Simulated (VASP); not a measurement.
These are LDA (Ceperley-Alder, Perdew-Zunger), VASP's LDA PAW potentials (set 64) (plane waves; VASP 6.6.1) values and carry that method's errors.

VASP ran on this input.

### INCAR
```
SYSTEM  =  ReS
PREC  =  Accurate; ENCUT  =  300; LREAL  =  .FALSE.
LASPH  =  .TRUE.
EDIFF  =  1E-6; NELM  =  100; ALGO  =  Normal
LMAXMIX  =  6
ISMEAR  =  -1; SIGMA  =  0.1
ISIF  =  2
LWAVE  =  .FALSE.; LCHARG  =  .FALSE.
```

### KPOINTS
```
K-points
0
G
7 7 4
```

### POSCAR
```
ReS
1
    3.8481870000     0.0000000000     0.0000000000
   -1.9240930000     3.3326270000     0.0000000000
    0.0000000000     0.0000000000     5.3634300000
Re S
2 2
Direct
  0.0000000000   0.0000000000   0.0000000000
  0.0000000000   0.0000000000   0.5000000000
  0.3333330000   0.6666670000   0.2500000000
  0.6666670000   0.3333330000   0.7500000000
```

POTCAR, in this order: Re S (LDA.64 set). Program: vasp_std.

**Question.** What will the output report for the number of irreducible k-points (NKPTS), largest plane-wave count, number of space-group operations, FFT grid (NGX, NGY, NGZ)?

**Answer.** 
The number of irreducible k-points (NKPTS) is 24. The largest plane-wave count is 837 and the number of space-group operations comes out as 24. The FFT grid (NGX, NGY, NGZ) comes out as 24 × 24 × 30.

The structure was generated: ReS was put into an ordered model structure, which need not be its known phase. The cell was not relaxed at this level. The run is one of a series of settings (GGA removed, POTCAR Re S (LDA.64 set) against the base run), some of them coarse on purpose.
